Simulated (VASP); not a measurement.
Here is the system:

```
C
1.0
    0.00000     1.82818     1.82818
    1.82818     0.00000     1.82818
    1.82818     1.82818     0.00000
C
2
Direct
  0.00000   0.00000   0.00000
  0.25000   0.25000   0.25000
```

The numbers are results of revPBE GGA, VASP's PBE PAW potentials (set 64) (plane waves; VASP), not measurements. Run with 520 eV cut-off, 13×13×13 Γ-centred mesh, Gaussian smearing of 0.050 eV, potentials C.

What does the run give for the energy per atom (σ→0), pressure?

```json
{
 "energy per atom (σ→0)": "-8.666 eV/atom",
 "pressure": "-22.17 GPa"
}
```

Only differences to runs with the same potentials and settings are physical.

The compound is C in the diamond structure. This cell is one point of a volume scan, at 1.06 of the reference volume.
